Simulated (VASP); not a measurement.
Consider the following.

```xyz
2
Lattice="1.4955 -2.5903 0.0000 1.4955 2.5903 0.0000 0.0000 0.0000 5.5173" Properties=species:S:1:pos:R:3 pbc="T T T"
Cd     1.4955     0.8634     1.3793
Cd     1.4955    -0.8634     4.1380
```

Level of theory: PBE GGA with D3 dispersion (Becke-Johnson damping), VASP's PBE PAW potentials (set 64) (plane waves; VASP 6.6.1). Numerical set-up: 520 eV cut-off, Gaussian smearing of 0.050 eV, potentials Cd.

Give the energies of bands 11 to 15 at the high-symmetry points, in eV from the Fermi level.

| band | Γ | M | K | A | L | H |
|---|---|---|---|---|---|---|
| 11 | -8.50 | -2.44 | -0.11 | -7.41 | -1.60 | 0.94 |
| 12 | -3.02 | -1.96 | -0.11 | -7.41 | -1.60 | 0.94 |
| 13 | -2.79 | 2.12 | 0.29 | 4.10 | 0.03 | 1.48 |
| 14 | 11.21 | 3.04 | 4.46 | 4.10 | 0.03 | 1.48 |
| 15 | 14.30 | 3.32 | 5.01 | 14.63 | 8.38 | 1.80 |

It has no gap at this level: it comes out as a metal or semimetal.

The compound is Cd in the hcp structure. It was relaxed first.
